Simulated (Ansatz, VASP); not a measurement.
# MoCl6 (MoCl6 (P-31m)): VASP beside Ansatz

One calculation is typed for both programs; each brings its own data sets. How far apart do they land? The cell is taken from a series of runs on this material, whose earlier steps may have relaxed, scaled, displaced or heated it; both programs get it as it stands.

Method: plane waves, with VASP 6.6.1 beside it; relaxation of cell and atoms at r2SCAN, in Ansatz 0.2.0.

### Step 1. The starting structure

Symmetry: P-31m, No. 162, trigonal system. Conventional cell: a = 6.173 Å, b = 6.173 Å, c = 5.666 Å, α = 90.00°, β = 90.00°, γ = 120.00°. Nearest to Mo lie 6 Cl at 2.29 Å. Cl has 1 Mo at 2.29 Å nearest. Farther neighbours and most contacts between anions are not listed.

Coordinates:

```cif
data_structure
_symmetry_space_group_name_H-M 'P 1'
_symmetry_Int_Tables_number 1
_cell_length_a 6.1735
_cell_length_b 6.1735
_cell_length_c 5.6659
_cell_angle_alpha 90.000
_cell_angle_beta 90.000
_cell_angle_gamma 120.000
_cell_volume 187.01
loop_
_atom_site_label
_atom_site_type_symbol
_atom_site_fract_x
_atom_site_fract_y
_atom_site_fract_z
_atom_site_occupancy
Mo1 Mo 0.00000 0.00000 0.50000 1
Cl2 Cl 0.30361 0.30361 0.26629 1
Cl3 Cl 0.00000 0.69639 0.26629 1
Cl4 Cl 0.69639 0.00000 0.26629 1
Cl5 Cl 0.00000 0.30361 0.73371 1
Cl6 Cl 0.30361 0.00000 0.73371 1
Cl7 Cl 0.69639 0.69639 0.73371 1
```

### Step 2. Ansatz: relaxation of cell and atoms, r2SCAN

Ansatz runs on its default PAW (the set named soft_2) files.

The relaxed volume is the usual yardstick between codes: in a stiff, nearly cubic crystal its relative difference is about their pressure difference at one cell divided by the bulk modulus.

input.yaml

```yaml
crystal:
  lattice:
    - [6.1734763, 0.0, 0.0]
    - [-3.0867382, 5.3463873, 0.0]
    - [0.0, 0.0, 5.6659194]
  atoms:
    - { symbol: Mo, position: [0.0, 0.0, 0.5] }
    - { symbol: Cl, position: [0.30360714, 0.30360714, 0.26628799] }
    - { symbol: Cl, position: [0.0, 0.69639286, 0.26628799] }
    - { symbol: Cl, position: [0.69639286, 0.0, 0.26628799] }
    - { symbol: Cl, position: [0.0, 0.30360714, 0.73371201] }
    - { symbol: Cl, position: [0.30360714, 0.0, 0.73371201] }
    - { symbol: Cl, position: [0.69639286, 0.69639286, 0.73371201] }
basis:
  ecutwfc: 500
  xc_grid: 2
hamiltonian:
  xc: r2scan
kpoints:
  mp_grid: { grid: [5, 5, 5] }
scf:
  occupations: { method: fermi_dirac, width: 0.01 }
  max_iter: 150
output:
  forces: true
  stress: true
relax:
  f_tol: 0.01
  max_steps: 60
  cell: {}
checkpoint:
  write: "../r2scan.run"
  compress: false
  write_wavefunctions: false
  write_every: 100000
```

Run with:

```console
$ ansatz run input.yaml --threads 1 --pin off --max-ram 2355MiB --backend cpu --events-out ev --progress --plain --runs-dir out
```

Numbers of over 12 decimals in the logs are rounded to 6 here.

Log:

```text
Engine: ansatz 0.2.0, aarch64-unknown-linux-gnu
Pseudopotentials: kind: paw
Pseudopotential: Mo, paw, valence charge 14, recommended cutoff 500 eV (meta_gga), Mo.paw.azcp
Pseudopotential: Cl, paw, valence charge 7, recommended cutoff 500 eV (meta_gga), Cl.paw.azcp
Functional definition: r2SCAN
  parameter k0 = 0.174
  parameter k1 = 0.065
  parameter a1 = 4.9479
  exchange = r2scan_x(k0 = k0, k1 = k1, a1 = a1)
  correlation = r2scan_c
Crystal: 7 atoms, lattice volume = 187.008 Å³
Basis set: ecut = 500 eV, 4749 PW (Γ), exchange–correlation on 96×96×90 points (8 copies of the dense FFT grid, shifted against one another)
Bands: 35, of which v1, the nominal top of the filled ones, is band 28 counted from 1 (27 counted from 0)
Symmetry: 12 space group operations
Space group: P-31m (ITA 162), of the structure as read, at distance tolerance 5.7e-5 Å
k-points: 19 of 125
Non-local potential: Mo, projectors of the file, l = 0: 3, l = 1: 2, l = 2: 2, l = 3: 1
Non-local potential: Cl, projectors of the file, l = 0: 2, l = 1: 2, l = 2: 2
PAW form: soft (Blöchl's): semilocal exchange-correlation on the pseudo side does not see the compensation charge
PAW frozen core: Mo, regenerated for the run's functional (the file was generated under x = pbe(κ = 0.804, μ = 0.219515), c = pbe(β = 0.066725))
PAW frozen core: Cl, regenerated for the run's functional (the file was generated under x = pbe(κ = 0.804, μ = 0.219515), c = pbe(β = 0.066725))
PAW one-centre angular grid: Mo, 590 points (default); XC on 160 Gauss nodes
PAW one-centre angular grid: Cl, 302 points (default); XC on 160 Gauss nodes
Initial density: superposition of atomic densities (neutral atoms: chi_scale 0, normalization atom), corrected by the library's trained network
Initial wavefunctions: pseudopotential atomic-orbital guess
Functional: x = r2scan, c = r2scan; τ floored in thin density (d = 2e-4 eV/Å³)
SCF iter   1: F=—  HF=-11475.430881 eV  |F-HF|=—  |Δ(HF+E_count)|=         —  Δρ=1.49e-2  dr2=1.05e0  dr2_τ=1.49e-1  ethr=1.77e-3  ⟨swp⟩=9.3  Hψ=3180  notcnv=0
preconditioner: auto → Resta (q_TF=auto, 2.232 Å⁻¹)  ε∞=4.5  [insulator: Δε(μ)=1.598 eV  Ē_g=9.998 eV  σ=0.010 eV  W_gap=1.00  n_scr=28 (ndim 8)  ℏωp=18.8 eV  f_vac=0.074  D(μ)=0.00/eV (n_scr^D=0)  ε∞_Penn≈4.5]
SCF iter   2: F=—  HF=-11475.409221 eV  |F-HF|=—  |Δ(HF+E_count)|=   2.17e-2  Δρ=1.27e-2  dr2=7.11e-1  dr2_τ=1.35e-1  ethr=1.77e-3  ⟨swp⟩=3.7  Hψ=1416  notcnv=0  defer=38
SCF iter   3: F=—  HF=-11475.326642 eV  |F-HF|=—  |Δ(HF+E_count)|=   8.26e-2  Δρ=2.76e-3  dr2=1.02e-2  dr2_τ=3.55e-4  ethr=1.27e-3  ⟨swp⟩=2.0  Hψ=722  notcnv=0
automatic band count: iteration 3 solves 33 bands in place of 35: the levels show a gap, and the empty bands left out lie too high to hold charge; the band table lists the bands solved (type scf.n_extra_bands for more)
SCF iter   4: F=—  HF=-11475.324934 eV  |F-HF|=—  |Δ(HF+E_count)|=   1.71e-3  Δρ=6.36e-4  dr2=7.96e-4  dr2_τ=1.80e-4  ethr=1.82e-5  ⟨swp⟩=2.0  Hψ=1118  notcnv=0
SCF iter   5: F=—  HF=-11475.324817 eV  |F-HF|=—  |Δ(HF+E_count)|=   1.18e-4  Δρ=2.58e-4  dr2=1.31e-4  dr2_τ=9.01e-6  ethr=1.42e-6  ⟨swp⟩=2.0  Hψ=958  notcnv=0
SCF iter   6: F=—  HF=-11475.324799 eV  |F-HF|=—  |Δ(HF+E_count)|=   1.82e-5  Δρ=5.16e-5  dr2=1.02e-5  dr2_τ=8.83e-7  ethr=2.35e-7  ⟨swp⟩=2.0  Hψ=1159  notcnv=0
SCF iter   7: F=—  HF=-11475.324679 eV  |F-HF|=—  |Δ(HF+E_count)|=   1.19e-4  Δρ=9.89e-6  dr2=2.10e-7  dr2_τ=1.20e-8  ethr=1.81e-8  ⟨swp⟩=1.0  Hψ=627  notcnv=0
SCF iter   8: F=-11475.324679 eV  HF=-11475.324679 eV  |F-HF|=5.06e-10  |Δ(HF+E_count)|=   1.91e-7  Δρ=2.29e-6  dr2=1.48e-8  dr2_τ=7.84e-10  ethr=1.79e-10  ⟨swp⟩=4.9  Hψ=2290  notcnv=0
SCF 1 converged in 8 iterations: F = -11475.324679 eV  dr2 = 1.48e-8
  greatest PAW one-centre occupation: 0.996 electrons in one spin orbital (limit 2), on the Mo atom at site 0 (counted from 0), in its partial waves of l = 0
relax step   1: F+E_penalty+E_count = -11475.32467947 eV  Δ(F+E_penalty+E_count) = +0.000e0 eV  max|allowed force component| = 4.119e-2 eV/Å  Δτ_max = 0.0000 Å  P = +0.200 GPa  Ω = 187.008 Å³  (8 SCF iters, dr2 threshold 1.00e-7 eV, accepted)
[...]
relax step   2: F+E_penalty+E_count = -11475.32452967 eV  Δ(F+E_penalty+E_count) = +1.498e-4 eV  max|allowed force component| = 4.048e-2 eV/Å  Δτ_max = 0.0104 Å  P = -0.079 GPa  Ω = 186.801 Å³  energy of the carried Pulay correction = +2.287e-5 eV  (6 SCF iters, dr2 threshold 1.53e-7 eV, rejected (line search))
[...]
relax step   3: F+E_penalty+E_count = -11475.32523632 eV  Δ(F+E_penalty+E_count) = -5.568e-4 eV  max|allowed force component| = 4.289e-4 eV/Å  Δτ_max = 0.0043 Å  P = +0.002 GPa  Ω = 186.851 Å³  energy of the carried Pulay correction = +1.735e-5 eV  (8 SCF iters, accepted)
[...]
relax step   4: F+E_penalty+E_count = -11475.32521597 eV  Δ(F+E_penalty+E_count) = +2.035e-5 eV  max|allowed force component| = 4.269e-4 eV/Å  Δτ_max = 0.0000 Å  P = +0.002 GPa  Ω = 186.851 Å³  stress off target by 6.78e-3 GPa  SCF on the basis re-selected at this cell (its energy is not comparable with the rows above)  (5 SCF iters)
basis re-selected at this cell: Δ(F+E_penalty+E_count) = +2.035e-5 eV, ΔP = -0.000 GPa vs the last step (what re-selecting the basis moved, of the pressure what is left beyond the Pulay correction that the steps carried, after the strain that the cell walked since its last selection, with what the two solves' SCF thresholds leave and, on support functions, any second-order correction that the steps lacked; it is no m [...]
SCF converged after 5 iterations
Free energy (F): -11475.325216 eV
Harris-Foulkes:  -11475.325216 eV  (|F-HF|=3.64e-12)
Internal energy: -11475.325216 eV  (E = F + TS)
E sigma→0 (E₀):  -11475.325216 eV
Fermi energy:    2.038570 eV
--- Per-component energies (eV) ---
  E_band       = -511.498384
  E_kinetic    = 1393.407710
  E_local      = -3794.588455  (includes V_loc(G=0)·N_el)
  E_nonlocal   = 308.066984
  E_hartree    = 1344.876830
  E_xc         = -797.270212
  E_vxc        = -1055.904260  (∫ρ·V_xc dr)
  E_paw        = -7212.788840  (= ΣΔE_a)
  E_vpaw       = -111.396946  (= ΣTr[D̂ρ^β])
  E_aug_tail   = 0.000218  (compensation charges beyond the density's cutoff)
  E_vtau       = 59.162634  (kinetic-family band-sum trace: ∫τ·v_τ [+ j·A + Jᵃ·Aᵃ] dr)
  E_ewald      = -2715.989805
  E_core_change = -1.039644  (= ΣΔE_core)
  E_smearing   = -0.000000  (= −TS)
  E_closure    = -0.000000  (closes the sum)
  Σ components = -11475.325216   (vs F -11475.325216, Δ=0.00e0)
--- Forces (eV/Å), atoms counted from 1 ---
  atom   1  Mo     0.00000000     0.00000000     0.00000000
  atom   2  Cl     0.00021344     0.00036969     0.00014968
  atom   3  Cl     0.00021344    -0.00036969     0.00014968
  atom   4  Cl    -0.00042688    -0.00000000     0.00014968
  atom   5  Cl    -0.00021344     0.00036969    -0.00014968
  atom   6  Cl     0.00042688     0.00000000    -0.00014968
  atom   7  Cl    -0.00021344    -0.00036969    -0.00014968
  max |Σ_I F_I| component: 4.58e-18 eV/Å
--- Stress (GPa, compression-positive) ---
        0.006784      -0.000000      -0.000000
       -0.000000       0.006784       0.000000
        0.000000       0.000000      -0.006115
  P = ⅓ Tr σ = 0.0025 GPa (0.025 kbar)
--- Relaxed structure (3 steps of the walk, 2 accepted, 1 SCFs on fresh bases) ---
  F+E_penalty+E_count = -11475.32521597 eV   max|allowed force component| = 4.269e-4 eV/Å   (the final SCF, on the basis selected at the relaxed cell)
  cell:  # Å, volume = 186.8512 Å³
    - [6.172616, 2.8863491462675733e-8, -4.3713166640404835e-19]
    - [-3.086308, 5.345642, 2.1856583255408554e-19]
    - [-4.0119256476257744e-19, 0, 5.662741]
  atoms:
    - { symbol: Mo, position: [0, 0, 0.5] }
    - { symbol: Cl, position: [0.303805, 0.303805, 0.265554] }
    - { symbol: Cl, position: [-5.54938914307449e-17, 0.696195, 0.265554] }
    - { symbol: Cl, position: [0.696195, 0, 0.265554] }
    - { symbol: Cl, position: [-5.5463415484570384e-17, 0.303805, 0.734446] }
    - { symbol: Cl, position: [0.303805, 0, 0.734446] }
    - { symbol: Cl, position: [0.696195, 0.696195, 0.734446] }
```

[end of part 1 of 2]

[Lines on the potential files, build, host, timing and source positions are cut from VASP's logs without a mark.]

[Logs are printed without paths, hosts, clocks, repeated set-up lines and the standing remarks that a program may print on its own settings, such as how far it seeks lower states.]

[Hosts, paths, dates, database ids (printed as entryN), source tags and the programs' standing remarks are cut or masked in the printed files.]
